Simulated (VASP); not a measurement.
A cell of CuAu (L1_0) near equilibrium:

```
AuCu
1.0
    2.83792     0.00000     0.00000
    0.00000     2.83792     0.00000
    0.00000     0.00000     3.72073
Cu Au
1 1
Direct
  0.00000   0.00000   0.00000
  0.50000   0.50000   0.50000
```

Method: PBE GGA, VASP's PBE PAW potentials (set 64) (plane waves; VASP).

```tsv
run	ΔE (meV/atom)	σxx	σyy	σzz	largest shear component, with its sign (GPa)	largest force (eV/Å)
as it is	0.0	0.94	0.94	-1.18	0.00	0.000
after one change	119.4	25.27	25.27	22.56	0.00	0.000
```
Stress is in GPa, positive when the cell is compressed.

Question: What was changed between the two runs?
(A) uniaxial strain of +3.0 % along z
(B) isotropic strain of -4.0 %
(C) uniaxial strain of +2.0 % along y
(D) atom 2 (Au) moved by 0.050 Å along y

Answer: B, isotropic strain of -4.0 %

The compound is CuAu in the L1_0 structure.
